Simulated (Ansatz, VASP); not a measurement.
# Cross-check of Li15Zn9Cl32 (Zn_Li) between VASP and Ansatz, part 2 of 2

One calculation is typed for both programs; each brings its own data sets and cutoff. How far apart do they land? The structure shown is the end of the VASP relaxation below.

VASP 6.6.1 and Ansatz 0.2.0.

So far: The structure; VASP: relaxation, PBEsol.

## 3. Ansatz: single point, PBEsol

Level of this step: Ansatz beside VASP: Kohn-Sham DFT, plane waves, PBEsol (Ansatz).

Ansatz runs on its default PAW (the set named soft_2) files.

The same cell, functional, mesh and smearing now go to Ansatz, which takes its cutoff from its data sets.

File input.yaml:

```yaml
crystal:
  lattice:
    - [10.25768503, 0.0, 0.0]
    - [0.0, 10.25768503, 0.0]
    - [0.0, 0.0, 10.25768503]
  atoms:
    - { symbol: Li, position: [0.37041714, 0.37003272, 0.62037748] }
    - { symbol: Li, position: [0.37254564, 0.87743672, 0.12483176] }
    - { symbol: Li, position: [0.87757261, 0.37238933, 0.12486838] }
    - { symbol: Li, position: [0.88042574, 0.88020291, 0.62973627] }
    - { symbol: Li, position: [0.37269689, 0.12493629, 0.8771878] }
    - { symbol: Li, position: [0.37036628, 0.62076551, 0.37003132] }
    - { symbol: Li, position: [0.87739534, 0.12507017, 0.37256374] }
    - { symbol: Li, position: [0.88070825, 0.6295422, 0.88038399] }
    - { symbol: Li, position: [0.12539196, 0.12483556, 0.62496732] }
    - { symbol: Li, position: [0.12544834, 0.62498031, 0.12496478] }
    - { symbol: Li, position: [0.62504343, 0.12508442, 0.12503745] }
    - { symbol: Li, position: [0.12533801, 0.37252275, 0.87729683] }
    - { symbol: Li, position: [0.12520226, 0.87749963, 0.37263467] }
    - { symbol: Li, position: [0.62068031, 0.37011844, 0.36960425] }
    - { symbol: Li, position: [0.62960367, 0.88003111, 0.88008959] }
    - { symbol: Zn, position: [0.62591898, 0.62482751, 0.6249165] }
    - { symbol: Zn, position: [0.00078064, 0.00058602, 0.00052004] }
    - { symbol: Zn, position: [0.99912178, 0.49616139, 0.49593695] }
    - { symbol: Zn, position: [0.49665032, 0.99856116, 0.49621381] }
    - { symbol: Zn, position: [0.4965194, 0.49641625, 0.99840753] }
    - { symbol: Zn, position: [0.24972683, 0.2495819, 0.24929233] }
    - { symbol: Zn, position: [0.25191189, 0.75347027, 0.75361945] }
    - { symbol: Zn, position: [0.75402668, 0.25128047, 0.75388862] }
    - { symbol: Zn, position: [0.75413352, 0.75391134, 0.2511972] }
    - { symbol: Cl, position: [0.37920872, 0.12243444, 0.12224787] }
    - { symbol: Cl, position: [0.3852574, 0.62226647, 0.6222805] }
    - { symbol: Cl, position: [0.87651062, 0.12362008, 0.62145821] }
    - { symbol: Cl, position: [0.87656312, 0.62143523, 0.12378495] }
    - { symbol: Cl, position: [0.37111657, 0.37080523, 0.86793195] }
    - { symbol: Cl, position: [0.37119192, 0.86791149, 0.37103926] }
    - { symbol: Cl, position: [0.86815307, 0.37087718, 0.37096405] }
    - { symbol: Cl, position: [0.87226238, 0.87189963, 0.87207395] }
    - { symbol: Cl, position: [0.37845644, 0.37829462, 0.37781037] }
    - { symbol: Cl, position: [0.38221779, 0.87906773, 0.87894784] }
    - { symbol: Cl, position: [0.87933516, 0.3819286, 0.87897965] }
    - { symbol: Cl, position: [0.87934448, 0.87923296, 0.38212057] }
    - { symbol: Cl, position: [0.37404989, 0.12645615, 0.62857139] }
    - { symbol: Cl, position: [0.37405579, 0.62858443, 0.1264135] }
    - { symbol: Cl, position: [0.87089991, 0.12755297, 0.12759929] }
    - { symbol: Cl, position: [0.86576087, 0.62812699, 0.62778477] }
    - { symbol: Cl, position: [0.12682798, 0.37362083, 0.62853001] }
    - { symbol: Cl, position: [0.12777885, 0.87080537, 0.12763096] }
    - { symbol: Cl, position: [0.62878163, 0.37371372, 0.12627302] }
    - { symbol: Cl, position: [0.62842021, 0.86507383, 0.62772029] }
    - { symbol: Cl, position: [0.12791535, 0.12762522, 0.87072973] }
    - { symbol: Cl, position: [0.12688661, 0.62861093, 0.37372619] }
    - { symbol: Cl, position: [0.62863422, 0.12656154, 0.37379824] }
    - { symbol: Cl, position: [0.628298, 0.62790676, 0.86534553] }
    - { symbol: Cl, position: [0.12264664, 0.37915182, 0.12232329] }
    - { symbol: Cl, position: [0.12395049, 0.87618582, 0.62156179] }
    - { symbol: Cl, position: [0.62247533, 0.38493095, 0.62206499] }
    - { symbol: Cl, position: [0.62160157, 0.8763098, 0.12373623] }
    - { symbol: Cl, position: [0.12265274, 0.12257498, 0.3791334] }
    - { symbol: Cl, position: [0.12417439, 0.62144544, 0.87621416] }
    - { symbol: Cl, position: [0.62158338, 0.12362767, 0.87619339] }
    - { symbol: Cl, position: [0.62248973, 0.62184307, 0.38491691] }
total_charge: 1
hamiltonian:
  xc: pbesol
  pseudopotentials: { kind: paw }
kpoints:
  mp_grid: { grid: [1, 1, 1] }
scf:
  occupations: { method: gaussian, width: 0.05 }
  n_extra_bands: 18
output:
  forces: true
  eigenvalues: true
```

On the command line:

```console
> ansatz run input.yaml --threads 8 --pin off --max-ram 18432MiB --backend cpu --events-out ev --progress --plain --runs-dir out
```

Numbers of over 12 decimals in the logs are rounded to 6 here.

What it wrote:

```text
scf.n_extra_bands = 18 over 188 filled bands (N_el = 376.0): the run solves 206 bands
Engine: ansatz 0.2.0, aarch64-unknown-linux-gnu
Pseudopotentials: kind: paw
Pseudopotential: Li, paw, valence charge 3, recommended cutoff 420 eV (normal), Li.paw.azcp
Pseudopotential: Zn, paw, valence charge 12, recommended cutoff 420 eV (normal), Zn.paw.azcp
Pseudopotential: Cl, paw, valence charge 7, recommended cutoff 420 eV (normal), Cl.paw.azcp
Functional definition: PBEsol
  exchange = pbesol_x
  correlation = pbesol_c
Crystal: 56 atoms, lattice volume = 1079.315 Å³
Basis set: ecut = 420 eV, 21079 PW (Γ), exchange–correlation on 144×144×144 points (8 copies of the dense FFT grid, shifted against one another)
Bands: 206, of which v1, the nominal top of the filled ones, is band 188 counted from 1 (187 counted from 0)
Symmetry: 1 space group operations
Space group: P1 (ITA 1), of the structure as read, at distance tolerance 1.0e-4 Å
k-points: 1
Non-local potential: Li, projectors of the file, l = 0: 3, l = 1: 2, l = 2: 1
Non-local potential: Zn, projectors of the file, l = 0: 2, l = 1: 2, l = 2: 3, l = 3: 1
Non-local potential: Cl, projectors of the file, l = 0: 2, l = 1: 2, l = 2: 2
PAW form: soft (Blöchl's): semilocal exchange-correlation on the pseudo side does not see the compensation charge
PAW frozen core: Zn, regenerated for the run's functional, and the local potential with it (the file was generated under x = pbe(κ = 0.804, μ = 0.219515), c = pbe(β = 0.066725))
PAW frozen core: Cl, regenerated for the run's functional, and the local potential with it (the file was generated under x = pbe(κ = 0.804, μ = 0.219515), c = pbe(β = 0.066725))
PAW one-centre angular grid: Li, 110 points (default); XC on 64 Gauss nodes
PAW one-centre angular grid: Zn, 590 points (default); XC on 64 Gauss nodes
PAW one-centre angular grid: Cl, 110 points (default); XC on 64 Gauss nodes
Initial density: superposition of atomic densities (neutral atoms scaled as one to the charged cell's electrons: chi_scale 0, normalization atom), corrected by the library's trained network
Initial wavefunctions: pseudopotential atomic-orbital guess
Functional: x = pbesol(κ = 0.804, μ = 0.123457), c = pbesol(β = 0.046)
SCF iter   1: F=—  HF=-66606.929609 eV  |F-HF|=—  |Δ(HF+E_count)|=         —  Δρ=5.56e-3  dr2=4.39e-1  ethr=1.77e-3  ⟨swp⟩=7.0  Hψ=953  notcnv=0  defer=7
preconditioner: auto → Resta (q_TF=auto, 2.289 Å⁻¹)  ε∞=4.8  [insulator: Δε(μ)=3.793 eV  Ē_g=10.810 eV  σ=0.050 eV  W_gap=1.00  n_scr=202 (ndim 8)  ℏωp=21.0 eV  f_vac=0.012  D(μ)=0.00/eV (n_scr^D=0)  ε∞_Penn≈4.8]
SCF iter   2: F=—  HF=-66606.797219 eV  |F-HF|=—  |Δ(HF+E_count)|=   1.32e-1  Δρ=1.46e-3  dr2=3.56e-2  ethr=1.17e-4  ⟨swp⟩=2.0  Hψ=401  notcnv=0  defer=9
SCF iter   3: F=—  HF=-66606.780551 eV  |F-HF|=—  |Δ(HF+E_count)|=   1.67e-2  Δρ=1.01e-3  dr2=1.32e-2  ethr=9.47e-6  ⟨swp⟩=2.0  Hψ=324  notcnv=0  defer=9
SCF iter   4: F=—  HF=-66606.778096 eV  |F-HF|=—  |Δ(HF+E_count)|=   2.46e-3  Δρ=4.28e-4  dr2=1.11e-3  ethr=3.50e-6  ⟨swp⟩=2.0  Hψ=338  notcnv=0  defer=9
SCF iter   5: F=—  HF=-66606.778995 eV  |F-HF|=—  |Δ(HF+E_count)|=   8.99e-4  Δρ=8.25e-5  dr2=6.20e-5  ethr=2.94e-7  ⟨swp⟩=2.0  Hψ=295  notcnv=0  defer=9
SCF iter   6: F=—  HF=-66606.780577 eV  |F-HF|=—  |Δ(HF+E_count)|=   1.58e-3  Δρ=7.15e-5  dr2=3.31e-5  ethr=1.65e-8  ⟨swp⟩=2.0  Hψ=385  notcnv=0  defer=9
SCF iter   7: F=—  HF=-66606.780557 eV  |F-HF|=—  |Δ(HF+E_count)|=   2.02e-5  Δρ=1.70e-5  dr2=4.34e-6  ethr=8.81e-9  ⟨swp⟩=2.0  Hψ=326  notcnv=0  defer=9
SCF iter   8: F=—  HF=-66606.780561 eV  |F-HF|=—  |Δ(HF+E_count)|=   3.78e-6  Δρ=5.02e-6  dr2=5.03e-7  ethr=1.15e-9  ⟨swp⟩=2.0  Hψ=335  notcnv=0  defer=9
SCF iter   9: F=-66606.780561 eV  HF=-66606.780561 eV  |F-HF|=3.45e-8  |Δ(HF+E_count)|=   2.38e-7  Δρ=1.60e-6  dr2=4.44e-8  ethr=2.66e-11  ⟨swp⟩=12.0  Hψ=1182  notcnv=0
SCF 1 converged in 9 iterations: F = -66606.780561 eV  dr2 = 4.44e-8
  greatest PAW one-centre occupation: 0.999 electrons in one spin orbital (limit 2), on the Li atom at site 13 (counted from 0), in its partial waves of l = 0
SCF converged after 9 iterations
Free energy (F): -66606.780561 eV
Harris-Foulkes:  -66606.780561 eV  (|F-HF|=3.45e-8)
Internal energy: -66606.780561 eV  (E = F + TS)
E sigma→0 (E₀):  -66606.780561 eV
Fermi energy:    4.172378 eV
--- Per-component energies (eV) ---
  E_band       = -2031.252440
  E_kinetic    = 6649.411412
  E_local      = -28558.174697  (includes V_loc(G=0)·N_el)
  E_nonlocal   = 6000.830375
  E_hartree    = 11066.570919
  E_xc         = -4756.156503
  E_vxc        = -4544.366817  (∫ρ·V_xc dr)
  E_paw        = -36984.437203  (= ΣΔE_a)
  E_vpaw       = -3712.095415  (= ΣTr[D̂ρ^β])
  E_aug_tail   = -0.000405  (compensation charges beyond the density's cutoff)
  E_ewald      = -20034.510482
  E_core_change = 9.686022  (= ΣΔE_core)
  E_smearing   = -0.000000  (= −TS)
  E_closure    = 0.000000  (closes the sum)
  E_deformation_potential = 10.765811  (in the stress; not in F)
  Σ components = -66606.780561   (vs F -66606.780561, Δ=0.00e0)
--- Forces (eV/Å), atoms counted from 1 ---
  atom   1  Li    -0.01279472    -0.01139781     0.00482509
  atom   2  Li     0.00846685    -0.00695897     0.00160153
  atom   3  Li    -0.00630597     0.00740899     0.00133658
  atom   4  Li     0.01188064     0.01056854    -0.00685368
  atom   5  Li     0.00831482     0.00023819    -0.00602408
  atom   6  Li    -0.00877856     0.00213477    -0.00987517
  atom   7  Li    -0.00273011    -0.00149248     0.00853645
  atom   8  Li     0.00818156    -0.00417109     0.00608511
  atom   9  Li     0.00021537     0.00132385    -0.00125222
  atom  10  Li     0.00053080    -0.00055390     0.00043148
  atom  11  Li    -0.00055800    -0.00012092    -0.00100999
  atom  12  Li     0.00016013     0.00749144    -0.00731970
  atom  13  Li     0.00039536    -0.00518659     0.00824149
  atom  14  Li     0.00419272    -0.01020682    -0.00819337
  atom  15  Li    -0.00343701     0.01060969     0.00936580
  atom  16  Zn    -0.00670103     0.00212508     0.00103607
  atom  17  Zn     0.01300264     0.01322766     0.00980231
  atom  18  Zn     0.00851793    -0.00543471     0.01095138
  atom  19  Zn    -0.01013595     0.00855838     0.00737166
  atom  20  Zn    -0.00626910    -0.01135924     0.01190418
  atom  21  Zn    -0.00650566    -0.00946161     0.00377706
  atom  22  Zn    -0.01403135     0.01373237    -0.00173922
  atom  23  Zn    -0.00176438    -0.00820307    -0.00824211
  atom  24  Zn    -0.00264492     0.00130126     0.00952894
[...]
atom  49  Cl    -0.01443260     0.00602653    -0.01181850
  atom  50  Cl     0.01131415    -0.00460659     0.00925591
  atom  51  Cl     0.01150331     0.00208421     0.01413891
  atom  52  Cl     0.01026086    -0.00497120     0.00949776
  atom  53  Cl    -0.00720415    -0.00881402    -0.00139028
  atom  54  Cl     0.00115534     0.00312068     0.00241145
  atom  55  Cl     0.01139223     0.00830016    -0.00320783
  atom  56  Cl     0.01598910     0.02353337    -0.00397800
  max |Σ_I F_I| component: 5.72e-6 eV/Å
--- Band table (eV) ---
  k-point 0: bands = [... 184 lower, 2.0981, 2.2322, 2.2327, 2.2384, 6.1063, 6.4804, 7.1165, 8.0741, ... 14 higher]
```

It took 6.8 s on 8 threads of Arm Neoverse N1, shared host; peak memory 1.1 GiB; 46 s of CPU time.

In the SCF lines HF is the Harris–Foulkes energy and dr2 the Hartree energy of the density residual, in eV; the loop may stop once dr2 is under the threshold and the program's other checks hold. Hψ counts applications of the Hamiltonian.

## 4. Side by side

Known differences besides the potentials themselves: the data sets hold 376 valence electrons in Ansatz (default PAW (the set named soft_2) files) and 346 in VASP; the cutoff is 420 eV in Ansatz and 300 eV in VASP (PREC = Normal, projectors in real space); Ansatz makes its cores anew for this functional, VASP keeps those of its PBE data sets; VASP leaves aspherical gradient terms in its spheres out (LASPH is not set), Ansatz keeps them. Total energies have different zeros and are not compared.

The two programs side by side:

| quantity | Ansatz | VASP | difference |
| --- | --- | --- | --- |
| gap on the k mesh (eV) | 3.868 | 3.869 | -0.001 |

At this near-relaxed geometry the largest component of a force difference is 9 meV/Å. A gap on the mesh is an upper bound, since the band edges may lie between its points. VASP's last cycles still show a density residual of 3e-03, so its state may not be settled.

## 5. What came out

```json
{
 "difference in gap on the k mesh (single point, PBEsol)": "-0.0010 eV"
}
```

What this shows: The difference in gap on the k mesh is -0.0010 eV (single point, PBEsol), within the 0.08 eV picked in this series as the mark of a large difference. Such differences can come from data sets, numerical settings and the points named under the comparisons, not from the functional's error against experiment.

[Lines on the potential files, build, host, timing and source positions are cut from VASP's logs without a mark.]

[Logs are printed without paths, hosts, clocks, repeated set-up lines and the standing remarks that a program may print on its own settings, such as how far it seeks lower states.]

[Hosts, paths, dates, database ids (printed as entryN), source tags and the programs' standing remarks are cut or masked in the printed files.]
